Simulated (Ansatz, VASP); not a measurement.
## ZnS (Wurtzite-2H) in two plane-wave programs

Wanted: the spread between two codes on one cell, functional and k mesh. The structure shown is the end of the Ansatz relaxation below.

Program: Ansatz 0.2.0. Level of theory: plane waves, with VASP 6.6.1 beside it; single point at r2SCAN. Results are calculated unless marked as measured.

## (1) Set-up

It takes space group P6_3mc (No. 186, hexagonal). Conventional cell: a = 3.787 Å, b = 3.787 Å, c = 6.218 Å, α = 90.00°, β = 90.00°, γ = 120.00°. Nearest to Zn lie 4 S at 2.32 to 2.33 Å. S has 4 Zn at 2.32 to 2.33 Å nearest. Farther neighbours and most contacts between anions are not listed.

## (2) Ansatz: relaxation, r2SCAN

Ansatz runs on its PAW soft_1 files.

This run makes the geometry at which the two programs are then compared.

input.yaml

```yaml
crystal:
  lattice:
    - [3.7878918745, 0.0, 0.0]
    - [-1.8939459372, 3.2804105901, 0.0]
    - [0.0, 0.0, 6.2155022408]
  atoms:
    - { symbol: Zn, position: [0.3333333333, 0.6666666667, 0.0003799406] }
    - { symbol: Zn, position: [0.6666666667, 0.3333333333, 0.5003799406] }
    - { symbol: S, position: [0.3333333333, 0.6666666667, 0.3746200594] }
    - { symbol: S, position: [0.6666666667, 0.3333333333, 0.8746200594] }
kpoints:
  mp_grid: { grid: [9, 9, 4] }
hamiltonian:
  xc: r2scan
  pseudopotentials: { kind: paw, azcp: { folder: soft_1 } }
scf:
  occupations: { method: fixed }
output:
  forces: true
  stress: true
  eigenvalues: true
relax:
  adjacent_minimum: "off"
  f_tol: 0.001
  max_steps: 60
  cell: { stress_tol: 0.01, fix: [volume] }
```

Command:

```bash
ansatz run input.yaml --threads 4 --pin off --max-ram 8192MiB --backend cpu --events-out ev --progress --plain --runs-dir out
```

Numbers of over 12 decimals in the logs are rounded to 6 here.

The program printed:

```text
Engine: ansatz 0.2.0, aarch64-unknown-linux-gnu
Pseudopotentials: kind: paw
Pseudopotential: Zn, paw, valence charge 12, recommended cutoff 500 eV (meta_gga), soft_1/Zn.paw.azcp
Pseudopotential: S, paw, valence charge 6, recommended cutoff 500 eV (meta_gga), soft_1/S.paw.azcp
Functional definition: r2SCAN
  parameter k0 = 0.174
  parameter k1 = 0.065
  parameter a1 = 4.9479
  exchange = r2scan_x(k0 = k0, k1 = k1, a1 = a1)
  correlation = r2scan_c
Crystal: 4 atoms, lattice volume = 77.233 Å³
Basis set: ecut = 500 eV, 1967 PW (Γ), exchange–correlation on 120×120×192 points (64 copies of the dense FFT grid, shifted against one another)
Bands: 22, of which v1, the nominal top of the filled ones, is band 18 counted from 1 (17 counted from 0)
Symmetry: 12 space group operations
Space group: P63mc (ITA 186), of the structure as read, at distance tolerance 4.3e-5 Å
k-points: 36 of 324 (time reversal used)
Non-local potential: Zn, projectors of the file, l = 0: 2, l = 1: 2, l = 2: 3, l = 3: 1
Non-local potential: S, projectors of the file, l = 0: 2, l = 1: 2, l = 2: 1
PAW form: soft (Blöchl's): semilocal exchange-correlation on the pseudo side does not see the compensation charge
PAW frozen core: Zn, regenerated for the run's functional (the file was generated under x = pbe(κ = 0.804, μ = 0.219515), c = pbe(β = 0.066725))
PAW frozen core: S, regenerated for the run's functional (the file was generated under x = pbe(κ = 0.804, μ = 0.219515), c = pbe(β = 0.066725))
PAW one-centre angular grid: Zn, 590 points (default); XC on 160 Gauss nodes
PAW one-centre angular grid: S, 302 points (default); XC on 160 Gauss nodes
Initial density: superposition of atomic densities (chi_scale 0.1, normalization cell, long waves kept (reshape's long-wave potential 0.00 eV rms))
Initial wavefunctions: pseudopotential atomic-orbital guess
Functional: x = r2scan, c = r2scan; τ floored in thin density (d = 2e-4 eV/Å³)
SCF iter   1: F=—  HF=-8466.989442 eV  |F-HF|=—  |Δ(HF+E_count)|=         —  Δρ=5.35e-2  dr2=1.17e0  dr2_τ=2.94e-2  ethr=3.10e-3  ⟨swp⟩=5.1  Hψ=3920  notcnv=0  defer=66
preconditioner: auto → Resta (q_TF=auto, 2.402 Å⁻¹)  ε∞=5.6  [insulator: Δε(μ)=2.928 eV  Ē_g=11.854 eV  n_scr=22 (ndim 8)  ℏωp=25.4 eV  f_vac=0.005  ε∞_Penn≈5.6]
SCF iter   2: F=—  HF=-8466.879336 eV  |F-HF|=—  |Δ(HF+E_count)|=   1.10e-1  Δρ=1.84e-2  dr2=2.05e-1  dr2_τ=2.97e-3  ethr=3.10e-3  ⟨swp⟩=2.0  Hψ=1744  notcnv=0  defer=57
SCF iter   3: F=—  HF=-8466.890084 eV  |F-HF|=—  |Δ(HF+E_count)|=   1.07e-2  Δρ=1.30e-2  dr2=8.62e-2  dr2_τ=8.60e-4  ethr=5.70e-4  ⟨swp⟩=2.0  Hψ=1571  notcnv=0  defer=70
SCF iter   4: F=—  HF=-8466.888374 eV  |F-HF|=—  |Δ(HF+E_count)|=   1.71e-3  Δρ=3.56e-3  dr2=6.20e-3  dr2_τ=7.07e-5  ethr=2.39e-4  ⟨swp⟩=2.1  Hψ=1604  notcnv=0  defer=70
SCF iter   5: F=—  HF=-8466.889768 eV  |F-HF|=—  |Δ(HF+E_count)|=   1.39e-3  Δρ=8.55e-4  dr2=3.24e-4  dr2_τ=2.55e-5  ethr=1.72e-5  ⟨swp⟩=2.5  Hψ=1565  notcnv=0  defer=70
SCF iter   6: F=—  HF=-8466.889860 eV  |F-HF|=—  |Δ(HF+E_count)|=   9.27e-5  Δρ=3.62e-4  dr2=7.09e-5  dr2_τ=6.74e-7  ethr=8.99e-7  ⟨swp⟩=2.3  Hψ=1314  notcnv=0  defer=70
SCF iter   7: F=—  HF=-8466.889880 eV  |F-HF|=—  |Δ(HF+E_count)|=   1.97e-5  Δρ=8.32e-5  dr2=2.60e-6  dr2_τ=2.93e-8  ethr=1.97e-7  ⟨swp⟩=3.0  Hψ=1652  notcnv=0  defer=33
SCF iter   8: F=—  HF=-8466.889882 eV  |F-HF|=—  |Δ(HF+E_count)|=   2.22e-6  Δρ=2.05e-5  dr2=1.81e-7  dr2_τ=2.32e-9  ethr=7.22e-9  ⟨swp⟩=2.6  Hψ=1472  notcnv=0  defer=35
SCF iter   9: F=-8466.889882 eV  HF=-8466.889882 eV  |F-HF|=3.02e-10  |Δ(HF+E_count)|=   4.88e-8  Δρ=2.14e-6  dr2=3.38e-9  dr2_τ=5.22e-11  ethr=2.78e-10  ⟨swp⟩=8.3  Hψ=4858  notcnv=0
SCF 1 converged in 9 iterations: F = -8466.889882 eV  dr2 = 3.38e-9
  greatest PAW one-centre occupation: 0.983 electrons in one spin orbital (limit 2), on the Zn atom at site 0 (counted from 0), in its partial waves of l = 2
relax step   1: F+E_penalty+E_count = -8466.88988218 eV  Δ(F+E_penalty+E_count) = +0.000e0 eV  max|allowed force component| = 3.424e-3 eV/Å  Δτ_max = 0.0000 Å  P = +1.206 GPa  Ω = 77.233 Å³  fix = [volume]  reactions: volume +1.206 GPa  (9 SCF iters, dr2 threshold 1.00e-7 eV, accepted)
[...]
relax step   2: F+E_penalty+E_count = -8466.88988733 eV  Δ(F+E_penalty+E_count) = -5.151e-6 eV  max|allowed force component| = 2.315e-3 eV/Å  Δτ_max = 0.0003 Å  P = +1.204 GPa  Ω = 77.233 Å³  energy of the carried Pulay correction = +1.747e-17 eV  fix = [volume]  reactions: volume +1.204 GPa  (6 SCF iters, dr2 threshold 8.32e-10 eV, accepted)
[...]
relax step   3: F+E_penalty+E_count = -8466.88988803 eV  Δ(F+E_penalty+E_count) = -7.034e-7 eV  max|allowed force component| = 1.219e-3 eV/Å  Δτ_max = 0.0001 Å  P = +1.204 GPa  Ω = 77.233 Å³  energy of the carried Pulay correction = +5.242e-17 eV  fix = [volume]  reactions: volume +1.204 GPa  (4 SCF iters, dr2 threshold 3.35e-10 eV, accepted)
[...]
relax step   4: F+E_penalty+E_count = -8466.88988830 eV  Δ(F+E_penalty+E_count) = -2.662e-7 eV  max|allowed force component| = 2.251e-5 eV/Å  Δτ_max = 0.0001 Å  P = +1.204 GPa  Ω = 77.233 Å³  energy of the carried Pulay correction = +3.495e-17 eV  fix = [volume]  reactions: volume +1.204 GPa  (5 SCF iters, dr2 threshold 9.29e-11 eV, accepted)
[...]
relax step   5: F+E_penalty+E_count = -8466.88988955 eV  Δ(F+E_penalty+E_count) = -1.258e-6 eV  max|allowed force component| = 3.018e-5 eV/Å  Δτ_max = 0.0000 Å  P = +1.204 GPa  Ω = 77.233 Å³  fix = [volume]  reactions: volume +1.204 GPa  stress off target by 7.51e-5 GPa on what of the cell is left free  SCF on the basis re-selected at this cell (its energy is not comparable with the rows above)  (5 SCF iters)
basis re-selected at this cell: Δ(F+E_penalty+E_count) = -1.258e-6 eV, ΔP = -0.000 GPa vs the last step (what re-selecting the basis moved, of the pressure what is left beyond the Pulay correction that the steps carried, after the strain that the cell walked since its last selection, with what the two solves' SCF thresholds leave and, on support functions, any second-order correction that the steps lacked; it is no m [...]
SCF converged after 5 iterations
Free energy (F): -8466.889890 eV
Harris-Foulkes:  -8466.889890 eV  (|F-HF|=3.64e-12)
Internal energy: -8466.889890 eV  (E = F + TS)
E sigma→0 (E₀):  -8466.889890 eV
Fermi energy:    5.795374 eV
--- Per-component energies (eV) ---
  E_band       = 1.673380
  E_kinetic    = 504.644189
  E_local      = -4527.475020  (includes V_loc(G=0)·N_el)
  E_nonlocal   = 1721.484877
  E_hartree    = 1731.830359
  E_xc         = -308.261207
  E_vxc        = -281.459732  (∫ρ·V_xc dr)
  E_paw        = -5066.705267  (= ΣΔE_a)
  E_vpaw       = -892.831196  (= ΣTr[D̂ρ^β])
  E_aug_tail   = 0.000148  (compensation charges beyond the density's cutoff)
  E_vtau       = 13.649424  (kinetic-family band-sum trace: ∫τ·v_τ [+ j·A + Jᵃ·Aᵃ] dr)
  E_ewald      = -2521.823202
  E_core_change = -0.584767  (= ΣΔE_core)
  E_smearing   = -0.000000  (= −TS)
  E_closure    = 0.000000  (closes the sum)
  Σ components = -8466.889890   (vs F -8466.889890, Δ=0.00e0)
--- Forces (eV/Å), atoms counted from 1 ---
  atom   1  Zn    -0.00000000    -0.00000000     0.00002819
  atom   2  Zn     0.00000000     0.00000000     0.00002819
  atom   3  S      0.00000000    -0.00000000    -0.00003216
  atom   4  S     -0.00000000     0.00000000    -0.00003216
  max |Σ_I F_I| component: 7.93e-6 eV/Å
--- Stress (GPa, compression-positive) ---
        1.203791      -0.000000       0.000000
       -0.000000       1.203791       0.000000
        0.000000       0.000000       1.203903
  P = ⅓ Tr σ = 1.2038 GPa (12.038 kbar)
--- Band table (eV; the first three rows and the last of 36) ---
  k-point 0: bands = [... 14 lower, 4.8518, 5.7044, 5.7954, 5.7954, 8.6370, 9.4316, 12.5517, 12.5517]
  k-point 1: bands = [... 14 lower, 4.9801, 4.9801, 5.6459, 5.6459, 9.5095, 9.5937, 12.5122, 12.6434]
  k-point 2: bands = [... 14 lower, 5.3025, 5.3025, 5.3025, 5.3025, 9.9358, 9.9358, 13.0099, 13.0099]
  k-point 35: bands = [... 14 lower, 2.5918, 2.5918, 4.3548, 4.3548, 10.7841, 10.7841, 12.4676, 12.4676]
--- Relaxed structure (4 steps of the walk, 4 accepted, 1 SCFs on fresh bases) ---
  F+E_penalty+E_count = -8466.88988955 eV   max|allowed force component| = 3.018e-5 eV/Å   (the final SCF, on the basis selected at the relaxed cell)
  cell:  # Å, volume = 77.2328 Å³
    - [3.787263, -2.8862673734566398e-11, 0]
    - [-1.893632, 3.279866, 0]
    - [0, 0, 6.217566]
  atoms:
    - { symbol: Zn, position: [0.333333, 0.666667, 0.000471898] }
    - { symbol: Zn, position: [0.666667, 0.333333, 0.500472] }
    - { symbol: S, position: [0.333333, 0.666667, 0.374528] }
    - { symbol: S, position: [0.666667, 0.333333, 0.874528] }
```

Reading the cycles: dr2 is the Hartree energy of the density residual (eV), the measure of convergence; HF is the Harris–Foulkes estimate of the energy, which meets the free energy F at convergence.

## (3) VASP: single point, r2SCAN, pair 1

The same cell, functional and mesh now go to VASP, with its own data sets.

Lines of VASP's logs that name or quote its potential files are left out, and so is its time.

INCAR

```
SYSTEM = ZnS
PREC = Accurate
ENCUT = 550
EDIFF = 1E-06
NELM = 120
ISMEAR = 0
SIGMA = 0.01
LREAL = .FALSE.
ALGO = Normal
METAGGA = R2SCAN
LASPH = .TRUE.
NBANDS = 24
LORBIT = 11
LWAVE = .FALSE.
LCHARG = .FALSE.
ISIF = 2
GGA_COMPAT = .FALSE.
EFERMI = MIDGAP
LMIXTAU = .TRUE.
KPAR = 2
```

POSCAR

```
ZnS
1.0
    3.7872631377      0.0000000000      0.0000000000
   -1.8936315688      3.2798660881      0.0000000000
    0.0000000000      0.0000000000      6.2175661265
Zn S
2 2
Direct
    0.3333333333      0.6666666667      0.0004718976
    0.6666666667      0.3333333333      0.5004718976
    0.3333333333      0.6666666667      0.3745281024
    0.6666666667      0.3333333333      0.8745281024
```

KPOINTS

```
Automatic mesh
0
Gamma
9 9 4
0 0 0
```

Potentials, in the order of the species: Zn and S (PBE family, release 64).

Command:

```bash
mpirun -np 2 vasp_std
```

The program printed:

```text
[banner, memory and clock lines left out]
running    2 mpi-ranks, on    1 nodes
 distrk:  each k-point on    1 cores,    2 groups
 distr:  one band on    1 cores,    1 groups

 POSCAR found type information on POSCAR ZnS
 POSCAR found :  2 types and       4 ions
|                                                                             |
|               ----> ADVICE to this user running VASP <----                  |
|                                                                             |
|     You enforced a specific xc type in the INCAR file but a different       |
|     [... a line on the potential file left out ...]
|     I HOPE YOU KNOW WHAT YOU ARE DOING!                                     |
|                                                                             |

 LDA part: xc-table for (None), standard interpolation
 POSCAR, INCAR and KPOINTS ok, starting setup
 FFT: planning ... GRIDC
 FFT: planning ... GRID_SOFT
 FFT: planning ... GRID
 WAVECAR not read
 entering main loop
       N       E                     dE             d eps       ncg     rms          rms(c)
DAV:   1     0.218339992071E+03    0.21834E+03   -0.18552E+04  1728   0.194E+03
DAV:   2    -0.209795374041E+02   -0.23932E+03   -0.23169E+03  1816   0.384E+02
DAV:   3    -0.433946661290E+02   -0.22415E+02   -0.22289E+02  2144   0.118E+02
DAV:   4    -0.438377929118E+02   -0.44313E+00   -0.44286E+00  2032   0.173E+01
DAV:   5    -0.438451577585E+02   -0.73648E-02   -0.73644E-02  2200   0.207E+00    0.105E+01
DAV:   6    -0.396801408927E+02    0.41650E+01   -0.35148E+00  2128   0.493E+01    0.942E+00
DAV:   7    -0.370947687091E+02    0.25854E+01   -0.11279E+00  1760   0.128E+01    0.463E+00
DAV:   8    -0.376501041392E+02   -0.55534E+00   -0.89662E-01  1872   0.679E+00    0.143E+00
DAV:   9    -0.377034743248E+02   -0.53370E-01   -0.23660E-01  1744   0.434E+00    0.860E-01
DAV:  10    -0.376629871424E+02    0.40487E-01   -0.83227E-02  1800   0.261E+00    0.475E-01
DAV:  11    -0.377062077927E+02   -0.43221E-01   -0.34046E-02  1792   0.170E+00    0.160E-01
DAV:  12    -0.377129760402E+02   -0.67682E-02   -0.18475E-02  1848   0.106E+00    0.858E-02
DAV:  13    -0.377142954964E+02   -0.13195E-02   -0.92805E-04  2384   0.321E-01    0.401E-02
DAV:  14    -0.377181498988E+02   -0.38544E-02   -0.52222E-03  1784   0.605E-01    0.759E-02
DAV:  15    -0.377185101024E+02   -0.36020E-03   -0.84900E-04  2080   0.351E-01    0.336E-02
DAV:  16    -0.377187023860E+02   -0.19228E-03   -0.20282E-04  1960   0.101E-01    0.951E-03
DAV:  17    -0.377187015193E+02    0.86673E-06   -0.43240E-06  2048   0.202E-02
   1 F= -.37718702E+02 E0= -.37718702E+02  d E =0.000000E+00
```

OUTCAR, selected parts (step 3):

```text
ion  position               nearest neighbor table
   1  0.333  0.667  0.000-   4 2.32   4 2.32   4 2.32   3 2.33
   2  0.667  0.333  0.500-   3 2.32   3 2.32   3 2.32   4 2.33
   3  0.333  0.667  0.375-   2 2.32   2 2.32   2 2.32   1 2.33
   4  0.667  0.333  0.875-   1 2.32   1 2.32   1 2.32   2 2.33

  LATTYP: Found a hexagonal cell.
 ALAT       =     3.7872631377
 C/A-ratio  =     1.6417042863

 Subroutine GETGRP returns: Found 12 space group operations
 (whereof  6 operations were pure point group operations)

The static configuration has the point symmetry C_3v.
 The point group associated with its full space group is C_6v.

 Found     36 irreducible k-points:

   k-points           NKPTS =     36   k-points in BZ     NKDIM =     36   number of bands    NBANDS=     24

   dimension x,y,z NGX =    30 NGY =   30 NGZ =   48
   dimension x,y,z NGXF=    60 NGYF=   60 NGZF=   96

   ENCUT  =  550.0 eV  40.42 Ry    6.36 a.u.   7.24  7.24 11.89*2*pi/ulx,y,z

   NELECT =      36.0000    total number of electrons

 k-points in reciprocal lattice and weights: Automatic mesh
   0.00000000  0.00000000  0.00000000       0.003
   0.11111111 -0.00000000  0.00000000       0.019
   0.22222222 -0.00000000  0.00000000       0.019
   0.33333333  0.00000000  0.00000000       0.019
   0.44444444 -0.00000000  0.00000000       0.019
   0.11111111  0.11111111  0.00000000       0.019
   0.22222222  0.11111111  0.00000000       0.037
   0.33333333  0.11111111  0.00000000       0.037
   0.44444444  0.11111111  0.00000000       0.019
[...]
0.33333333  0.22222222  0.50000000       0.037
   0.33333333  0.33333333  0.50000000       0.006

 average (electrostatic) potential at core
       1 -41.6242       2 -41.6242       3 -91.4493       4 -91.4493

 E-fermi :   3.4838

 k-point     1 :       0.0000    0.0000    0.0000
  band No.  band energies     occupation
    ...
     14       1.1140      2.00000
     15       1.1140      2.00000
     16       1.9654      2.00000
     17       2.0560      2.00000
     18       2.0560      2.00000
     19       4.9116      0.00000
     20       5.7067      0.00000
     21       8.8457      0.00000
     22       8.8457      0.00000
     23       9.1134      0.00000
    ...

 k-point     2 :       0.1111   -0.0000    0.0000
  band No.  band energies     occupation
    ...
     14       0.4673      2.00000
     15       0.9103      2.00000
     16       1.3612      2.00000
     17       1.8531      2.00000
     18       1.9465      2.00000
     19       5.5336      0.00000
     20       6.2834      0.00000
     21       8.4577      0.00000
     22       9.0991      0.00000
     23       9.3584      0.00000
    ...

 k-point     3 :       0.2222   -0.0000    0.0000
  band No.  band energies     occupation
    ...
     14      -0.7533      2.00000
     15       0.1336      2.00000
     16       0.4562      2.00000
     17       1.5027      2.00000
     18       1.6632      2.00000
     19       6.4238      0.00000
     20       6.6831      0.00000
     21       8.4114      0.00000
     22       9.1493      0.00000
     23       9.5153      0.00000
    ...

  Total        0.5715202      0.5715202      0.5634969      0.0000000      0.0000000      0.0000000
  in kB       11.8560531     11.8560531     11.6896123      0.0000000      0.0000000      0.0000000
  external PRESSURE =      11.8005728 kB  Pullay stress =       0.0000000 kB

  energy-cutoff  :      550.00
  volume of cell :       77.23
      direct lattice vectors                 reciprocal lattice vectors
     3.787263138  0.000000000  0.000000000     0.264042915  0.152445248  0.000000000
    -1.893631569  3.279866088  0.000000000     0.000000000  0.304890496  0.000000000
     0.000000000  0.000000000  6.217566127     0.000000000  0.000000000  0.160834638

 POSITION                                       TOTAL-FORCE (eV/Angst)
 -----------------------------------------------------------------------------------
     -0.00000      2.18658      0.00293        -0.000000      0.000000     -0.006180
      1.89363      1.09329      3.11172        -0.000000     -0.000000     -0.006180
     -0.00000      2.18658      2.32865        -0.000000     -0.000000      0.006180
      1.89363      1.09329      5.43744         0.000000     -0.000000      0.006180
 -----------------------------------------------------------------------------------
    total drift:                               -0.000000      0.000000     -0.023445

  FREE ENERGIE OF THE ION-ELECTRON SYSTEM (eV)
  ---------------------------------------------------
  free  energy   TOTEN  =       -37.7187015193 eV

  energy  without entropy=      -37.7187015193  energy(sigma->0) =      -37.71870152

 total charge
# of ion       s       p       d       tot
------------------------------------------
    1        0.505   0.492   9.821  10.818
    2        0.505   0.492   9.821  10.818
    3        1.302   2.478   0.000   3.780
    4        1.302   2.478   0.000   3.780
--------------------------------------------------
tot          3.615   5.940  19.641  29.195

[... 3 further parts left out ...]
```

The run ends at a pressure of 1.18 GPa, with forces up to 0.0062 eV/Å.

(Continued in part 2 of 2.)

[Lines on the potential files, build, host, timing and source positions are cut from VASP's logs without a mark.]

[Logs are printed without paths, hosts, clocks, repeated set-up lines and the standing remarks that a program may print on its own settings, such as how far it seeks lower states.]

[Hosts, paths, dates, database ids (printed as entryN), source tags and the programs' standing remarks are cut or masked in the printed files.]
